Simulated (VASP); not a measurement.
Output of a VASP run:

### OSZICAR
```
...
RMM:   4    -0.353471455872E+03   -0.17879E-05   -0.38587E-04   662   0.460E-02    0.257E-02
RMM:   5    -0.353471459683E+03   -0.38110E-05   -0.85530E-05   591   0.203E-02
  10 F= -.35347146E+03 E0= -.35344023E+03  d E =-.486315E-02  mag=     1.0000
       N       E                     dE             d eps       ncg     rms          rms(c)
DAV:   1    -0.353471751828E+03   -0.29596E-03   -0.22497E-02   704   0.298E-01    0.813E-02
RMM:   2    -0.353471847772E+03   -0.95945E-04   -0.17120E-03   640   0.880E-02    0.383E-02
RMM:   3    -0.353471845515E+03    0.22574E-05   -0.24565E-04   650   0.378E-02    0.185E-02
RMM:   4    -0.353471846045E+03   -0.52962E-06   -0.51438E-05   520   0.172E-02
  11 F= -.35347185E+03 E0= -.35344170E+03  d E =-.524951E-02  mag=     1.0000
       N       E                     dE             d eps       ncg     rms          rms(c)
DAV:   1    -0.353474695034E+03   -0.28495E-02   -0.10847E-01   656   0.642E-01    0.227E-01
RMM:   2    -0.353474263024E+03    0.43201E-03   -0.60351E-03   640   0.168E-01    0.922E-02
RMM:   3    -0.353474166745E+03    0.96279E-04   -0.11412E-03   648   0.739E-02    0.265E-02
RMM:   4    -0.353474178304E+03   -0.11559E-04   -0.17831E-04   667   0.315E-02    0.190E-02
RMM:   5    -0.353474178904E+03   -0.59951E-06   -0.35540E-05   470   0.149E-02
  12 F= -.35347418E+03 E0= -.35344664E+03  d E =-.233286E-02  mag=     1.0000
       N       E                     dE             d eps       ncg     rms          rms(c)
DAV:   1    -0.353474810911E+03   -0.63261E-03   -0.51380E-02   688   0.446E-01    0.142E-01
RMM:   2    -0.353474748243E+03    0.62669E-04   -0.28949E-03   640   0.117E-01    0.612E-02
RMM:   3    -0.353474709061E+03    0.39182E-04   -0.52119E-04   648   0.515E-02    0.188E-02
RMM:   4    -0.353474715232E+03   -0.61712E-05   -0.88019E-05   648   0.221E-02
  13 F= -.35347472E+03 E0= -.35344930E+03  d E =-.286919E-02  mag=     1.0000
       N       E                     dE             d eps       ncg     rms          rms(c)
DAV:   1    -0.353476409265E+03   -0.17002E-02   -0.78486E-02   672   0.532E-01    0.162E-01
RMM:   2    -0.353476253991E+03    0.15527E-03   -0.27846E-03   640   0.119E-01    0.741E-02
RMM:   3    -0.353476162285E+03    0.91707E-04   -0.64079E-04   642   0.550E-02    0.173E-02
RMM:   4    -0.353476169070E+03   -0.67854E-05   -0.85218E-05   648   0.224E-02
  14 F= -.35347617E+03 E0= -.35345330E+03  d E =-.145384E-02  mag=     1.0000
       N       E                     dE             d eps       ncg     rms          rms(c)
DAV:   1    -0.353476349942E+03   -0.18766E-03   -0.22469E-02   688   0.290E-01    0.789E-02
RMM:   2    -0.353476358988E+03   -0.90464E-05   -0.85679E-04   640   0.657E-02    0.370E-02
RMM:   3    -0.353476341163E+03    0.17825E-04   -0.16240E-04   642   0.298E-02    0.115E-02
RMM:   4    -0.353476343364E+03   -0.22009E-05   -0.26250E-05   403   0.125E-02
  15 F= -.35347634E+03 E0= -.35345481E+03  d E =-.162813E-02  mag=     1.0000
       N       E                     dE             d eps       ncg     rms          rms(c)
DAV:   1    -0.353477108172E+03   -0.76701E-03   -0.21819E-02   672   0.298E-01    0.671E-02
RMM:   2    -0.353477210513E+03   -0.10234E-03   -0.12447E-03   640   0.730E-02    0.271E-02
RMM:   3    -0.353477216577E+03   -0.60643E-05   -0.17651E-04   652   0.317E-02    0.135E-02
RMM:   4    -0.353477217158E+03   -0.58116E-06   -0.31116E-05   436   0.137E-02
  16 F= -.35347722E+03 E0= -.35345531E+03  d E =-.873794E-03  mag=     1.0000
```

**OUTCAR**
```
------------------------ aborting loop because EDIFF is reached ----------------------------------------
  FORCE on cell =-STRESS in cart. coord.  units (eV):
  Direction    XX          YY          ZZ          XY          YZ          ZX
  --------------------------------------------------------------------------------------
  Total      -29.2246684    -29.2397154    -26.4735627     -6.3443695     -0.1688666     -0.0534456
  in kB      -35.7895831    -35.8080103    -32.4204799     -7.7695437     -0.2068001     -0.0654514
  external PRESSURE =     -34.6726911 kB  Pullay stress =       0.0000000 kB
  volume of cell :     1308.29
      direct lattice vectors                 reciprocal lattice vectors
    10.937074700  0.000000000  0.000000000     0.091432127  0.000000000  0.000000000
     0.000000000 10.937074700  0.000000000     0.000000000  0.091432127  0.000000000
     0.000000000  0.000000000 10.937074700     0.000000000  0.000000000  0.091432127
 POSITION                                       TOTAL-FORCE (eV/Angst)
 -----------------------------------------------------------------------------------
      5.46751     10.93575     10.92669        -0.002907     -0.002801      0.001888
      6.82783      1.39760      1.40814         0.005076     -0.000330     -0.000097
      8.19868      2.73537     10.93450        -0.001001     -0.003245     -0.001959
      9.53666      4.10616      1.40767         0.000752     -0.000751      0.000248
      8.19754      0.00499      2.72719         0.005216     -0.004046      0.001131
      9.53361      1.40010      4.11607         0.002708     -0.001637     -0.009941
     10.93625     10.93585     10.92666        -0.000323     -0.008110      0.004098
      1.36768      1.36586      1.37541        -0.009518     -0.009320     -0.012771
      2.73521      2.73366     10.91704         0.002045     -0.000355      0.003072
      4.09698      4.09609      1.37962        -0.001143      0.000096      0.003936
      5.46773      5.46663     10.92579         0.001272     -0.005040      0.007235
      6.83860      6.83600      1.38236         0.002473      0.006313      0.005151
      8.19927      8.19775     10.91967         0.000399     -0.004752     -0.000022
      9.56867      9.56804      1.37591         0.006855      0.007129     -0.015862
      2.73608     10.92710      2.72655        -0.003292     -0.002552     -0.000046
      4.09862      1.36920      4.10882        -0.002593      0.007875     -0.001780
      5.46483      2.80104      2.79167         0.002107     -0.008502     -0.003256
      6.64709      4.28500      4.28986         0.006397     -0.000087     -0.008091
      8.13299      5.46707      2.79337         0.003728     -0.004580     -0.000988
      9.56462      6.83552      4.10986        -0.003027      0.006042     -0.002388
      5.46768     10.93365      5.45456         0.000247      0.003093      0.005555
      6.83878      1.36834      6.84855         0.006804      0.009260     -0.002493
      8.12874      2.80374      5.46307         0.009627     -0.010280     -0.013135
      9.56479      4.09656      6.84762        -0.004859     -0.005910     -0.003088
      8.20166     10.92595      8.19141         0.003973     -0.004270      0.002784
      9.56873      1.36729      9.57747         0.009723     -0.007771      0.007627
     10.93571      5.46579     10.92692        -0.001364      0.007634      0.002054
      1.39867      6.82709      1.40814        -0.000340      0.001793     -0.002228
      2.73716      8.19676     10.93336        -0.006904      0.003957      0.006275
      4.10728      9.53529      1.40752         0.001845      0.002265      0.000593
     10.92757      2.73489      2.72559         0.004328     -0.004486      0.007439
      1.37112      4.09620      4.10828         0.007035      0.000831     -0.001033
      2.80216      5.46451      2.79201        -0.012632     -0.001847     -0.006214
      4.28616      6.64651      4.29102        -0.007435      0.013017     -0.018596
      5.46825      8.13070      2.79253        -0.000688      0.008505      0.000823
      6.83772      9.56157      4.10916         0.004777      0.001750     -0.003152
     10.93531     10.93631      5.46391        -0.000413     -0.002662     -0.001591
      1.39952      1.39641      6.83240        -0.006687     -0.003984      0.005579
      2.79816      2.79638      5.45803        -0.013653     -0.013484      0.009286
      4.28293      4.28259      6.65376        -0.009272     -0.011553      0.002739
      6.65115      6.65118      6.65436         0.018339      0.014465      0.008305
      8.13807      8.13571      5.45949         0.008143      0.012347      0.009850
      9.53951      9.53595      6.83339         0.003447      0.006426      0.001398
      2.73592      0.00512      8.18910        -0.005531     -0.000367      0.008878
      4.11052      1.40043      9.54179        -0.001282      0.002202     -0.001115
      5.47578      2.80151      8.12184        -0.006534     -0.011564      0.013550
      6.83673      4.09850      9.57378        -0.002713      0.003800     -0.009572
      8.13305      5.45940      8.12298         0.008425     -0.000720      0.012147
      9.53463      6.82484      9.54357        -0.003522      0.002194     -0.002387
      0.00506      8.19738      2.72746         0.000165      0.002161     -0.004910
      1.39894      9.53435      4.11547         0.004201      0.002049     -0.002084
      0.00008      5.46649      5.45493        -0.002679     -0.004108      0.005739
      1.37289      6.83617      6.84934         0.003676      0.011128     -0.002502
      2.80347      8.12922      5.46101        -0.003520      0.003364     -0.001107
      4.09861      9.56146      6.84787        -0.011345      0.001438     -0.005065
      0.00793      2.73360      8.18953        -0.004257     -0.007185      0.005413
...
```
(Selected blocks of OUTCAR.)

### POSCAR
```
NSi63
1
   10.9370747000     0.0000000000     0.0000000000
    0.0000000000    10.9370747000     0.0000000000
   -0.0000000000    -0.0000000000    10.9370747000
Si N
63 1
Direct
  0.5000000000   0.0000000000   0.0000000000
  0.6250000000   0.1250000000   0.1250000000
  0.7500000000   0.2500000000   0.0000000000
  0.8750000000   0.3750000000   0.1250000000
  0.7500000000   0.0000000000   0.2500000000
  0.8750000000   0.1250000000   0.3750000000
  0.0000000000   0.0000000000   0.0000000000
  0.1250000000   0.1250000000   0.1250000000
  0.2500000000   0.2500000000   0.0000000000
  0.3750000000   0.3750000000   0.1250000000
  0.5000000000   0.5000000000   0.0000000000
  0.6250000000   0.6250000000   0.1250000000
  0.7500000000   0.7500000000   0.0000000000
  0.8750000000   0.8750000000   0.1250000000
  0.2500000000   0.0000000000   0.2500000000
  0.3750000000   0.1250000000   0.3750000000
  0.5000000000   0.2500000000   0.2500000000
  0.6205650000   0.3716820000   0.3763380000
  0.7500000000   0.5000000000   0.2500000000
  0.8750000000   0.6250000000   0.3750000000
  0.5000000000   0.0000000000   0.5000000000
  0.6250000000   0.1250000000   0.6250000000
  0.7500000000   0.2500000000   0.5000000000
  0.8750000000   0.3750000000   0.6250000000
  0.7500000000   0.0000000000   0.7500000000
  0.8750000000   0.1250000000   0.8750000000
  0.0000000000   0.5000000000   0.0000000000
  0.1250000000   0.6250000000   0.1250000000
  0.2500000000   0.7500000000   0.0000000000
  0.3750000000   0.8750000000   0.1250000000
  0.0000000000   0.2500000000   0.2500000000
  0.1250000000   0.3750000000   0.3750000000
  0.2500000000   0.5000000000   0.2500000000
  0.3707220000   0.6222230000   0.3728170000
  0.5000000000   0.7500000000   0.2500000000
  0.6250000000   0.8750000000   0.3750000000
  0.0000000000   0.0000000000   0.5000000000
  0.1250000000   0.1250000000   0.6250000000
  0.2500000000   0.2500000000   0.5000000000
  0.3782640000   0.3704940000   0.6215440000
  0.6276300000   0.6222560000   0.6244680000
  0.7500000000   0.7500000000   0.5000000000
  0.8750000000   0.8750000000   0.6250000000
  0.2500000000   0.0000000000   0.7500000000
  0.3750000000   0.1250000000   0.8750000000
  0.5000000000   0.2500000000   0.7500000000
  0.6250000000   0.3750000000   0.8750000000
  0.7500000000   0.5000000000   0.7500000000
  0.8750000000   0.6250000000   0.8750000000
  0.0000000000   0.7500000000   0.2500000000
  0.1250000000   0.8750000000   0.3750000000
  0.0000000000   0.5000000000   0.5000000000
  0.1250000000   0.6250000000   0.6250000000
  0.2500000000   0.7500000000   0.5000000000
  0.3750000000   0.8750000000   0.6250000000
  0.0000000000   0.2500000000   0.7500000000
  0.1250000000   0.3750000000   0.8750000000
  0.2500000000   0.5000000000   0.7500000000
  0.3750000000   0.6250000000   0.8750000000
  0.5000000000   0.7500000000   0.7500000000
  0.6250000000   0.8750000000   0.8750000000
  0.0000000000   0.7500000000   0.7500000000
  0.1250000000   0.8750000000   0.8750000000
  0.4980750000   0.5003670000   0.4964480000
```

Q: Write an INCAR and KPOINTS that could have produced this output.

A: Several could match; the one computed here: the input of the run itself, PBE GGA, plane waves, VASP's PBE PAW potentials (set 64).

**INCAR**
```
! general
SYSTEM  = NSi63
PREC    = Normal
ENCUT   = 400
LREAL   = Auto
LASPH   = .True.
ISYM    = 0
NELECT  = 255.0

! electronic loop
EDIFF   = 1E-5
NELM    = 100
NELMIN  = 4
ALGO    = Fast

! smearing
ISMEAR  = 0
SIGMA   = 0.05

! functional
GGA     = PE

! spin
ISPIN   = 2
MAGMOM  = 64*0.0156
NUPDOWN = 1

! ions
IBRION  = 2
NSW     = 60
ISIF    = 2
EDIFFG  = -0.03

! output
LWAVE   = .False.
LCHARG  = .False.
LORBIT  = 10
```

KPOINTS:
```
Automatic mesh
0
Gamma
1 1 1
0 0 0
```

POTCAR, in this order: Si N (PBE.64 set). Program: vasp_gam.

At this cut-off the stress carries a Pulay error, which pulls relaxed volumes low. The cell is charged, with a uniform compensating background. The supercell is sampled at Γ alone, which is coarse: total energies, pressure and levels can be off, energies of defects by several tenths of an eV.

The cell is a supercell with a defect, built from Si (diamond): N_Si, charge +2.
